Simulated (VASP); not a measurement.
These are PBE GGA, VASP's PBE PAW potentials (set 64) (plane waves; VASP) values and carry that method's errors.

A VASP calculation is set up with these files.

### KPOINTS
```
Automatic mesh
0
Gamma
7 7 4
0 0 0
```

### INCAR
```
GGA = PE
ISMEAR = 0   # Gaussian
ISIF = 2   # forces and stress, cell fixed
LMAXMIX = 4
ENCUT = 520   # plane-wave cut-off (eV)
SYSTEM = ZnO
LREAL = .FALSE.
SIGMA = 0.05
LCHARG = .FALSE.
BMIX = 3.0
PREC = Accurate
ALGO = Normal   # blocked Davidson
NELM = 100
IMIX = 1
AMIX = 0.2
EDIFF = 1E-6   # SCF stop (eV)
LASPH = .TRUE.
LWAVE = .FALSE.
```

**POSCAR**
```
ZnO
1
    1.6575000000    -2.8708750000     0.0000000000
    1.6575000000     2.8708750000     0.0000000000
    0.0000000000     0.0000000000     5.3142000000
Zn O
2 2
Direct
  0.6666670000   0.3333330000   0.5000000000
  0.3333330000   0.6666670000   0.0000000000
  0.6666670000   0.3333330000   0.8820000000
  0.3333330000   0.6666670000   0.3820000000
```

POTCAR, in this order: Zn O (PBE.64 set). Program: vasp_std.

The resulting files:

### OSZICAR
```
       N       E                     dE             d eps       ncg     rms          rms(c)
DAV:   1     0.285217866646E+03    0.28522E+03   -0.18920E+04  1056   0.235E+03
DAV:   2     0.971447783902E+01   -0.27550E+03   -0.26535E+03  1140   0.436E+02
DAV:   3    -0.204976522261E+02   -0.30212E+02   -0.29976E+02  1218   0.153E+02
DAV:   4    -0.211009901827E+02   -0.60334E+00   -0.60263E+00  1182   0.231E+01
DAV:   5    -0.211058458686E+02   -0.48557E-02   -0.48555E-02  1212   0.198E+00    0.140E+01
DAV:   6    -0.194490865321E+02    0.16568E+01   -0.92616E-01  1892   0.198E+01    0.109E+01
DAV:   7    -0.186767495789E+02    0.77234E+00   -0.95010E-01  1584   0.142E+01    0.850E+00
DAV:   8    -0.183182330378E+02    0.35852E+00   -0.33051E-01  1634   0.824E+00    0.685E+00
DAV:   9    -0.181320587140E+02    0.18617E+00   -0.12760E-01  1598   0.548E+00    0.557E+00
DAV:  10    -0.180292858035E+02    0.10277E+00   -0.72269E-02  1608   0.355E+00    0.458E+00
DAV:  11    -0.179679814659E+02    0.61304E-01   -0.25957E-02  1648   0.252E+00    0.378E+00
DAV:  12    -0.179291571459E+02    0.38824E-01   -0.16171E-02  1648   0.182E+00    0.314E+00
DAV:  13    -0.179036318158E+02    0.25525E-01   -0.69208E-03  1672   0.138E+00    0.262E+00
DAV:  14    -0.178863176239E+02    0.17314E-01   -0.45660E-03  1756   0.109E+00    0.219E+00
DAV:  15    -0.178744429360E+02    0.11875E-01   -0.24053E-03  1716   0.877E-01    0.184E+00
DAV:  16    -0.178662417859E+02    0.82012E-02   -0.17346E-03  1774   0.729E-01    0.155E+00
DAV:  17    -0.178606054138E+02    0.56364E-02   -0.10782E-03  1748   0.615E-01    0.131E+00
DAV:  18    -0.178567691958E+02    0.38362E-02   -0.84809E-04  1808   0.527E-01    0.112E+00
DAV:  19    -0.178542114290E+02    0.25578E-02   -0.56810E-04  1760   0.453E-01    0.955E-01
DAV:  20    -0.178525561165E+02    0.16553E-02   -0.46429E-04  1754   0.392E-01    0.821E-01
DAV:  21    -0.178515413408E+02    0.10148E-02   -0.33650E-04  1752   0.338E-01    0.708E-01
DAV:  22    -0.178509730491E+02    0.56829E-03   -0.27195E-04  1760   0.293E-01    0.613E-01
DAV:  23    -0.178507137480E+02    0.25930E-03   -0.20924E-04  1728   0.256E-01    0.534E-01
DAV:  24    -0.178506635199E+02    0.50228E-04   -0.16684E-04  1698   0.224E-01    0.466E-01
DAV:  25    -0.178507512687E+02   -0.87749E-04   -0.13167E-04  1616   0.194E-01    0.408E-01
DAV:  26    -0.178509261528E+02   -0.17488E-03   -0.10916E-04  1606   0.169E-01    0.359E-01
DAV:  27    -0.178511521800E+02   -0.22603E-03   -0.85410E-05  1574   0.147E-01    0.317E-01
DAV:  28    -0.178514039108E+02   -0.25173E-03   -0.71867E-05  1590   0.129E-01    0.280E-01
DAV:  29    -0.178516643368E+02   -0.26043E-03   -0.56999E-05  1534   0.112E-01    0.249E-01
DAV:  30    -0.178519215158E+02   -0.25718E-03   -0.47523E-05  1530   0.988E-02    0.221E-01
DAV:  31    -0.178521681935E+02   -0.24668E-03   -0.38605E-05  1456   0.863E-02    0.197E-01
DAV:  32    -0.178523997235E+02   -0.23153E-03   -0.32600E-05  1444   0.752E-02    0.176E-01
DAV:  33    -0.178526137585E+02   -0.21404E-03   -0.26359E-05  1344   0.654E-02    0.158E-01
DAV:  34    -0.178528091555E+02   -0.19540E-03   -0.22686E-05  1326   0.570E-02    0.141E-01
DAV:  35    -0.178529859557E+02   -0.17680E-03   -0.18613E-05  1286   0.498E-02    0.127E-01
DAV:  36    -0.178531446446E+02   -0.15869E-03   -0.15611E-05  1260   0.437E-02    0.114E-01
DAV:  37    -0.178532861979E+02   -0.14155E-03   -0.13024E-05  1168   0.384E-02    0.103E-01
DAV:  38    -0.178534118230E+02   -0.12563E-03   -0.11217E-05  1162   0.337E-02    0.932E-02
DAV:  39    -0.178535228709E+02   -0.11105E-03   -0.92476E-06  1130   0.297E-02    0.843E-02
DAV:  40    -0.178536206409E+02   -0.97770E-04   -0.78557E-06  1124   0.263E-02    0.763E-02
DAV:  41    -0.178537064656E+02   -0.85825E-04   -0.66254E-06  1092   0.233E-02    0.692E-02
DAV:  42    -0.178537816021E+02   -0.75137E-04   -0.56138E-06  1102   0.208E-02    0.628E-02
DAV:  43    -0.178538472349E+02   -0.65633E-04   -0.47486E-06  1098   0.186E-02    0.571E-02
DAV:  44    -0.178539044476E+02   -0.57213E-04   -0.40484E-06  1102   0.166E-02    0.519E-02
DAV:  45    -0.178539542361E+02   -0.49788E-04   -0.34415E-06  1090   0.149E-02    0.473E-02
DAV:  46    -0.178539974992E+02   -0.43263E-04   -0.29327E-06  1084   0.134E-02    0.431E-02
DAV:  47    -0.178540350424E+02   -0.37543E-04   -0.25048E-06  1060   0.121E-02    0.394E-02
DAV:  48    -0.178540675856E+02   -0.32543E-04   -0.21401E-06  1026   0.109E-02    0.360E-02
DAV:  49    -0.178540957642E+02   -0.28179E-04   -0.18252E-06   962   0.990E-03    0.329E-02
DAV:  50    -0.178541201420E+02   -0.24378E-04   -0.15744E-06   866   0.903E-03    0.301E-02
DAV:  51    -0.178541412172E+02   -0.21075E-04   -0.13488E-06   826   0.830E-03    0.276E-02
DAV:  52    -0.178541594271E+02   -0.18210E-04   -0.11564E-06   794   0.756E-03    0.253E-02
DAV:  53    -0.178541751519E+02   -0.15725E-04   -0.98101E-07   746   0.692E-03    0.232E-02
DAV:  54    -0.178541887219E+02   -0.13570E-04   -0.85002E-07   730   0.635E-03    0.213E-02
DAV:  55    -0.178542004282E+02   -0.11706E-04   -0.72399E-07   716   0.583E-03    0.196E-02
DAV:  56    -0.178542105218E+02   -0.10094E-04   -0.62422E-07   714   0.535E-03    0.180E-02
DAV:  57    -0.178542192224E+02   -0.87006E-05   -0.53317E-07   714   0.493E-03    0.166E-02
DAV:  58    -0.178542267193E+02   -0.74968E-05   -0.45967E-07   702   0.454E-03    0.152E-02
DAV:  59    -0.178542331773E+02   -0.64581E-05   -0.39386E-07   696   0.419E-03    0.140E-02
DAV:  60    -0.178542387393E+02   -0.55620E-05   -0.33927E-07   690   0.387E-03    0.129E-02
DAV:  61    -0.178542435286E+02   -0.47893E-05   -0.29099E-07   690   0.358E-03    0.119E-02
DAV:  62    -0.178542476519E+02   -0.41233E-05   -0.25017E-07   678   0.331E-03    0.110E-02
DAV:  63    -0.178542512014E+02   -0.35494E-05   -0.21498E-07   678   0.307E-03    0.102E-02
DAV:  64    -0.178542542565E+02   -0.30552E-05   -0.18492E-07   666   0.285E-03    0.938E-03
DAV:  65    -0.178542568859E+02   -0.26294E-05   -0.15903E-07   666   0.264E-03    0.866E-03
DAV:  66    -0.178542591488E+02   -0.22628E-05   -0.13660E-07   624   0.245E-03    0.800E-03
DAV:  67    -0.178542610959E+02   -0.19472E-05   -0.11796E-07   630   0.228E-03    0.740E-03
DAV:  68    -0.178542627717E+02   -0.16757E-05   -0.10174E-07   606   0.212E-03    0.684E-03
DAV:  69    -0.178542642137E+02   -0.14420E-05   -0.86899E-08   576   0.197E-03    0.633E-03
DAV:  70    -0.178542654543E+02   -0.12406E-05   -0.75984E-08   576   0.183E-03    0.585E-03
DAV:  71    -0.178542665223E+02   -0.10679E-05   -0.64367E-08   552   0.170E-03    0.542E-03
DAV:  72    -0.178542674411E+02   -0.91885E-06   -0.55806E-08   528   0.158E-03
   1 F= -.17854267E+02 E0= -.17854267E+02  d E =-.636120E-13
```

**OUTCAR**
```
------------------------ aborting loop because EDIFF is reached ----------------------------------------
  FORCE on cell =-STRESS in cart. coord.  units (eV):
  Direction    XX          YY          ZZ          XY          YZ          ZX
  --------------------------------------------------------------------------------------
  Total       -0.7541087     -0.7541091     -0.6552763      0.0000000     -0.0000000      0.0000000
  in kB      -23.8895972    -23.8896103    -20.7586610      0.0000000     -0.0000000      0.0000000
  external PRESSURE =     -22.8459562 kB  Pullay stress =       0.0000000 kB
  volume of cell :       50.57
      direct lattice vectors                 reciprocal lattice vectors
     1.657500000 -2.870875000  0.000000000     0.301659125 -0.174162929  0.000000000
     1.657500000  2.870875000  0.000000000     0.301659125  0.174162929  0.000000000
     0.000000000  0.000000000  5.314200000     0.000000000  0.000000000  0.188175078
  FREE ENERGIE OF THE ION-ELECTRON SYSTEM (eV)
  ---------------------------------------------------
  free  energy   TOTEN  =       -17.8542674411 eV

  energy  without entropy=      -17.8542674411  energy(sigma->0) =      -17.85426744
```
(Selected blocks of OUTCAR.)

The compound is ZnO in the wurtzite structure. The cell was not relaxed at this level. The run is one of a series of settings (AMIX = 0.2, BMIX = 3.0, IMIX = 1 against the base run), some of them coarse on purpose.
